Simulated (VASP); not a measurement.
Level of theory: PBEsol GGA, VASP's PBE PAW potentials (set 64) (plane waves; VASP).

VASP ran on this input.

File POSCAR:
```
HgMg3Te4
1
    0.0061965813     6.4627871143     6.4480922806
    6.4627871143     0.0061965813     6.4480922806
    3.2344918477     3.2344918477    -0.0000000000
Mg Te Hg
3 4 1
Direct
  0.0008467449   0.0008467449   0.9983065103
  0.0018989250   0.4981898331   0.9999112419
  0.4981898331   0.0018989250   0.9999112419
  0.1247916014   0.1247916014   0.2504167972
  0.1202927471   0.6265450433   0.2531622096
  0.6265450433   0.1202927471   0.2531622096
  0.6276820733   0.6276820733   0.2446358533
  0.4997530319   0.4997530319   0.0004939362
```

File KPOINTS:
```
Automatic mesh
0
Gamma
4 4 7
0 0 0
```

INCAR:
```
! general
SYSTEM =HgMg3Te4
PREC   =Accurate
ENCUT  =400
LREAL  =.FALSE.
LASPH  =.TRUE.

! electronic loop
EDIFF  =1E-7
NELM   =100
ALGO   =Normal
LMAXMIX=6

! smearing
ISMEAR =-5

! functional
GGA    =PS

! ions
ISIF   =2

! output
LWAVE  =.FALSE.
LCHARG =.TRUE.
LORBIT =11
NEDOS  =601

! other
LEFG   =.TRUE.
```

POTCAR, in this order: Mg Te Hg (PBE.64 set). Program: vasp_std.

Output

File OUTCAR:
```
 ion  position               nearest neighbor table
   1  0.001  0.001  0.998-   5 2.79   6 2.79   4 2.79   4 2.79
   2  0.002  0.498  1.000-   4 2.78   5 2.79   5 2.79   7 2.79
   3  0.498  0.002  1.000-   4 2.78   6 2.79   6 2.79   7 2.79
   4  0.125  0.125  0.250-   2 2.78   3 2.78   1 2.79   1 2.79
   5  0.120  0.627  0.253-   2 2.79   2 2.79   1 2.79   8 2.83
   6  0.627  0.120  0.253-   3 2.79   3 2.79   1 2.79   8 2.83
   7  0.628  0.628  0.245-   2 2.79   3 2.79   8 2.82   8 2.82
   8  0.500  0.500  0.000-   7 2.82   7 2.82   5 2.83   6 2.83
  LATTYP: Found a base centered orthorhombic cell.
 ALAT       =     9.1309978985
 B/A-ratio  =     1.4123521552
 C/A-ratio  =     0.5009597296
 Subroutine PRICEL returns:
 Original cell was already a primitive cell.
 Subroutine GETGRP returns: Found  4 space group operations
The static configuration has the point symmetry C_2v.
The dynamic configuration has the point symmetry C_2v.
 Subroutine INISYM returns: Found  4 space group operations
 Subroutine IBZKPT returns following result:
 Found     37 irreducible k-points:

 Following reciprocal coordinates:
            Coordinates               Weight
  0.000000  0.000000  0.000000      1.000000
...
```

OSZICAR:
```
       N       E                     dE             d eps       ncg     rms          rms(c)
DAV:   1     0.188847979733E+03    0.18885E+03   -0.13561E+04  1924   0.104E+03
DAV:   2    -0.122776183137E+02   -0.20113E+03   -0.19755E+03  2434   0.201E+02
DAV:   3    -0.256663295533E+02   -0.13389E+02   -0.13355E+02  2302   0.567E+01
DAV:   4    -0.259165562479E+02   -0.25023E+00   -0.25011E+00  2706   0.784E+00
DAV:   5    -0.259191884430E+02   -0.26322E-02   -0.26319E-02  2362   0.895E-01    0.815E+00
DAV:   6    -0.250773543293E+02    0.84183E+00   -0.17498E+00  2092   0.114E+01    0.641E+00
DAV:   7    -0.249901940320E+02    0.87160E-01   -0.92386E-01  2198   0.431E+00    0.302E+00
DAV:   8    -0.249890181846E+02    0.11758E-02   -0.65971E-02  2242   0.220E+00    0.105E+00
DAV:   9    -0.249899603036E+02   -0.94212E-03   -0.75673E-03  2304   0.840E-01    0.373E-01
DAV:  10    -0.249898526704E+02    0.10763E-03   -0.30925E-03  2070   0.374E-01    0.803E-02
DAV:  11    -0.249898952178E+02   -0.42547E-04   -0.43450E-04  2426   0.124E-01    0.420E-02
DAV:  12    -0.249899121891E+02   -0.16971E-04   -0.73815E-05  2328   0.616E-02    0.182E-02
DAV:  13    -0.249899312794E+02   -0.19090E-04   -0.25512E-05  2034   0.337E-02    0.645E-03
DAV:  14    -0.249899318868E+02   -0.60738E-06   -0.23962E-06  2532   0.145E-02    0.370E-03
DAV:  15    -0.249899321344E+02   -0.24764E-06   -0.98777E-07  2088   0.468E-03    0.209E-03
DAV:  16    -0.249899320975E+02    0.36945E-07   -0.14122E-07  1662   0.324E-03
   1 F= -.24989932E+02 E0= -.24989932E+02  d E =0.000000E+00
```

### OUTCAR
```
------------------------ aborting loop because EDIFF is reached ----------------------------------------
  FORCE on cell =-STRESS in cart. coord.  units (eV):
  Direction    XX          YY          ZZ          XY          YZ          ZX
  --------------------------------------------------------------------------------------
  Total        0.0302343      0.0302343     -0.0181970      0.0222427     -0.0000000     -0.0000000
  in kB        0.1798623      0.1798623     -0.1082528      0.1323204     -0.0000000     -0.0000000
  external PRESSURE =       0.0838239 kB  Pullay stress =       0.0000000 kB
  volume of cell :      269.32
      direct lattice vectors                 reciprocal lattice vectors
     0.006196581  6.462787114  6.448092281    -0.077440252  0.077440252  0.077542315
     6.462787114  0.006196581  6.448092281     0.077440252 -0.077440252  0.077542315
     3.234491848  3.234491848  0.000000000     0.154583787  0.154583787 -0.155084629
 POSITION                                       TOTAL-FORCE (eV/Angst)
 -----------------------------------------------------------------------------------
      3.23449      3.23449      0.01092         0.000000      0.000000      0.011868
      6.45391      3.24956      3.22462        -0.010796      0.010796      0.007172
      3.24956      6.45391      3.22462         0.010796     -0.010796      0.007172
      1.61725      1.61725      1.60934        -0.000000     -0.000000     -0.017648
      4.86882      1.60016      4.81568         0.004113     -0.004113     -0.003240
      1.60016      4.86882      4.81568        -0.004113      0.004113     -0.003240
      4.85174      4.85174      8.09470         0.000000      0.000000      0.003429
      3.23449      3.23449      6.44491        -0.000000     -0.000000     -0.005514
 -----------------------------------------------------------------------------------
    total drift:                               -0.000000     -0.000000      0.000001
  FREE ENERGIE OF THE ION-ELECTRON SYSTEM (eV)
  ---------------------------------------------------
  free  energy   TOTEN  =       -24.9899320975 eV

  energy  without entropy=      -24.9899320975  energy(sigma->0) =      -24.98993210

 total charge

# of ion       s       p       d       tot
------------------------------------------
    1        0.174   0.129   0.024   0.327
    2        0.175   0.130   0.024   0.330
    3        0.175   0.130   0.024   0.330
    4        1.338   2.149   0.010   3.497
    5        1.345   2.103   0.015   3.463
    6        1.345   2.103   0.015   3.463
    7        1.352   2.057   0.021   3.430
    8        0.729   0.400   9.359  10.488
--------------------------------------------------
tot          6.635   9.201   9.492  25.327

 Electric field gradients after diagonalization (V/A^2)
 (convention: |V_zz| > |V_xx| > |V_yy|)
----------------------------------------------------------------------
 ion       V_xx      V_yy      V_zz     asymmetry (V_yy - V_xx)/ V_zz
----------------------------------------------------------------------
   1      -0.456    -0.033     0.489       0.867
   2      -0.611    -0.366     0.977       0.251
   3      -0.611    -0.366     0.977       0.251
   4      -2.876    -1.111     3.987       0.443
   5     -85.851   -84.777   170.628       0.006
   6     -85.851   -84.777   170.628       0.006
   7     163.185    13.150  -176.335       0.851
   8       5.630     0.416    -6.046       0.862
```
(Selected blocks of OUTCAR.)

The structure was generated: HgMg3Te4 was put into an ordered model structure (Amm2), which need not be its known phase. It was relaxed first.
